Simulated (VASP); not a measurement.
These are PBEsol GGA, VASP's PBE PAW potentials (set 64) (plane waves; VASP) values and carry that method's errors.

VASP ran on this input.

INCAR:
```
ALGO = Normal
EDIFF = 1E-7
ENCUT = 520
GGA = PS
ICHARG = 11
ISMEAR = 0
LASPH = T
LCHARG = F
LMAXMIX = 4
LORBIT = 11
LREAL = F
LWAVE = F
NELM = 100
PREC = Accurate
SIGMA = 0.05
SYSTEM = Zn4OS3
```

KPOINTS:
```
k-points along high-symmetry lines
9
Line-mode
Reciprocal
  0.000000   0.000000   0.000000 ! GAMMA
  0.500000  -0.500000   0.000000 ! Z

  0.500000  -0.500000   0.000000 ! Z
  1.000000  -0.500000   0.000000 ! D

  1.000000  -0.500000   0.000000 ! D
  0.500000   0.000000   0.000000 ! B

  0.500000   0.000000   0.000000 ! B
  0.000000   0.000000   0.000000 ! GAMMA

  0.000000   0.000000   0.000000 ! GAMMA
  0.500000   0.000000  -0.500000 ! A

  0.500000   0.000000  -0.500000 ! A
  1.000000  -0.500000  -0.500000 ! E

  1.000000  -0.500000  -0.500000 ! E
  0.500000  -0.500000   0.000000 ! Z

  0.500000  -0.500000   0.000000 ! Z
  0.500000  -0.500000  -0.500000 ! C_2

  0.500000  -0.500000  -0.500000 ! C_2
  0.000000   0.000000  -0.500000 ! Y_2

  0.000000   0.000000  -0.500000 ! Y_2
  0.000000   0.000000   0.000000 ! GAMMA
```

File POSCAR:
```
Zn4OS3
1
    3.6555188490    -6.3199794119    -0.0147469603
    1.8227513416     3.1570982881     0.0000000008
   -0.0119540489     0.0069016741     5.9609798927
Zn S O
4 3 1
Direct
  0.3658763534   0.3658753534   0.4880144027
  0.1643002679   0.6643002679   0.9915876191
  0.8034585382   0.3034575382   0.4863982790
  0.6692193739   0.6692193739   0.0496289642
  0.3456390669   0.3456380669   0.8739837235
  0.1627643647   0.6627643647   0.3764826777
  0.8211386367   0.3211376367   0.8790047550
  0.6676073982   0.6676073982   0.3828995788
```

POTCAR, in this order: Zn S O (PBE.64 set). Program: vasp_std. Read from the step before: CHGCAR.

The run wrote:

**OSZICAR**
```
       N       E                     dE             d eps       ncg     rms          rms(c)
DAV:   1     0.615438902848E+03    0.61544E+03   -0.34314E+04  7740   0.215E+03
DAV:   2     0.553426076168E+02   -0.56010E+03   -0.54563E+03  7780   0.485E+02
DAV:   3    -0.274058641954E+02   -0.82748E+02   -0.81421E+02  8615   0.166E+02
DAV:   4    -0.314034469277E+02   -0.39976E+01   -0.39779E+01  9160   0.361E+01
DAV:   5    -0.314645646451E+02   -0.61118E-01   -0.61036E-01  9132   0.445E+00
DAV:   6    -0.314660311799E+02   -0.14665E-02   -0.14661E-02  8935   0.678E-01
DAV:   7    -0.314660846246E+02   -0.53445E-04   -0.53438E-04  9170   0.119E-01
DAV:   8    -0.314660868174E+02   -0.21928E-05   -0.21929E-05  8993   0.228E-02
DAV:   9    -0.314660869186E+02   -0.10122E-06   -0.10124E-06  7991   0.447E-03
DAV:  10    -0.314660869245E+02   -0.58644E-08   -0.58528E-08  6274   0.118E-03
   1 F= -.31466087E+02 E0= -.31466087E+02  d E =-.293997E-14
```

OUTCAR:
```
 val. band max:        2.4527287314   @ k =   0.0000   0.0000   0.0000

 cond. band min:       3.1108983965   @ k =   0.0000   0.0000   0.0000



 k-point     1 :       0.0000    0.0000    0.0000
  band No.  band energies     occupation
      1     -15.5062      2.00000
      2     -10.9958      2.00000
      3     -10.1059      2.00000
      4      -9.8223      2.00000
      5      -4.2549      2.00000
      6      -4.2429      2.00000
      7      -4.2197      2.00000
      8      -4.1382      2.00000
      9      -4.0730      2.00000
     10      -4.0390      2.00000
     11      -3.9502      2.00000
     12      -3.9456      2.00000
     13      -3.8548      2.00000
     14      -3.7479      2.00000
     15      -3.7206      2.00000
     16      -3.6125      2.00000
     17      -3.6062      2.00000
     18      -3.5753      2.00000
     19      -3.5334      2.00000
     20      -3.5298      2.00000
     21      -3.4757      2.00000
     22      -3.4418      2.00000
     23      -3.4287      2.00000
     24      -3.3849      2.00000
     25      -3.2210      2.00000
     26      -2.6835      2.00000
     27      -1.8912      2.00000
     28      -1.1964      2.00000
     29      -0.5195      2.00000
     30       0.3057      2.00000
     31       0.8970      2.00000
     32       0.9518      2.00000
     33       1.7236      2.00000
     34       1.9291      2.00000
     35       2.3061      2.00000
     36       2.4527      2.00000
     37       3.1109      0.00000
     38       5.8811      0.00000
     39       6.3835      0.00000
     40       6.9870      0.00000
     41       7.3853      0.00000
     42       9.2427      0.00000
     43       9.2766      0.00000

 k-point     2 :       0.0625   -0.0625    0.0000
  band No.  band energies     occupation
      1     -15.5015      2.00000
      2     -10.9741      2.00000
      3     -10.0915      2.00000
      4      -9.8172      2.00000
      5      -4.2482      2.00000
      6      -4.2471      2.00000
...
```

The density is held fixed in this step, so its total energy and stress have no physical meaning.

The structure was generated: Zn4OS3 was put into an ordered model structure (Pm), which need not be its known phase. It was relaxed first.
